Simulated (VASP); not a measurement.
A run of VASP 6.6.1 is set up as follows.

File INCAR:

```
PREC     = Accurate       # precision mode
ENCUT    = 520            # plane-wave cutoff, eV
EDIFF    = 1E-7           # SCF threshold, eV
ISMEAR   = -1             # smearing method
SIGMA    = 0.05           # smearing width, eV
LREAL    = False          # projectors in reciprocal space
LASPH    = True           # aspherical terms in the spheres
NELM     = 60             # most SCF steps
ALGO     = Normal         # electronic algorithm
ISIF     = 2              # what is computed and relaxed
LWAVE    = False          # write WAVECAR
LCHARG   = False          # write CHGCAR
GGA      = PE             # functional
NBANDS   = 24             # bands
```

Contents of KPOINTS:

```
Automatic mesh
0
Gamma
  6 5 5
```

The input POSCAR:

```
LaMg6Si
1.0
    4.9002060000      0.0000000000      0.0000000000
    0.0000000000      2.9561180000      6.7304940000
    0.0000000000     -2.9561180000      6.7304940000
La Si Mg
1 1 6
Direct
    0.5000000000      0.1974220000      0.1974220000
    0.5000000000      0.6288580000      0.6288580000
    0.0000000000      0.7850820000      0.7850820000
    0.0000000000      0.3619110000      0.3619110000
    0.0000000000      0.3243910000      0.8211370000
    0.0000000000      0.8211370000      0.3243910000
    0.5000000000      0.1868530000      0.6943420000
    0.5000000000      0.6943420000      0.1868530000
```

Potentials or basis: VASP PAW PBE potentials, release 64 (La, Si, Mg).

Run with:

```sh
$ cat potpaw_PBE.64/La/POTCAR potpaw_PBE.64/Si/POTCAR potpaw_PBE.64/Mg/POTCAR > POTCAR
$ mpirun -np 1 vasp_std > vasp.out
```

(1) What does it give for the largest force?

(2) Estimate the band gap on the k mesh.

(3) Predict the pressure.

Answers

(1) 0.028 eV/Å.

(2) none (metal or under the smearing width).

(3) -0.1 GPa.
